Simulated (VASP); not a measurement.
Data:

```xyz
2
Lattice="0.0000 2.0730 2.0730 2.0730 0.0000 2.0730 2.0730 2.0730 0.0000" Properties=species:S:1:pos:R:3 pbc="T T T"
V      0.0000     0.0000     0.0000
N      2.0730     2.0730     2.0730
```

These are RPBE GGA, VASP's PBE PAW potentials (set 64) (plane waves; VASP 6.6.1) values and carry that method's errors. Settings: 520 eV cut-off, Gaussian smearing of 0.050 eV, potentials V_sv N.

Question: Give the energies of bands 6 to 12 at the high-symmetry points, in eV from the Fermi level.

Answer: 
```csv
band,Γ,X,U,L,W
6,-2.17,-6.58,-6.41,-8.73,-6.12
7,-2.17,-3.69,-6.39,-5.95,-6.12
8,-2.17,-3.60,-4.93,-5.95,-5.84
9,-1.47,-3.60,-1.12,0.59,0.15
10,-1.47,0.52,0.84,0.59,0.15
11,-1.47,1.19,1.27,1.44,1.19
12,-0.43,1.19,2.56,4.90,2.08
```

It has no gap at this level: it comes out as a metal or semimetal.

The compound is VN in the rock salt structure, which distorts at low temperature. It was relaxed first. The run is not spin-polarised, so no magnetic state was tried. VASP warned that the highest band is occupied, so more bands are needed.
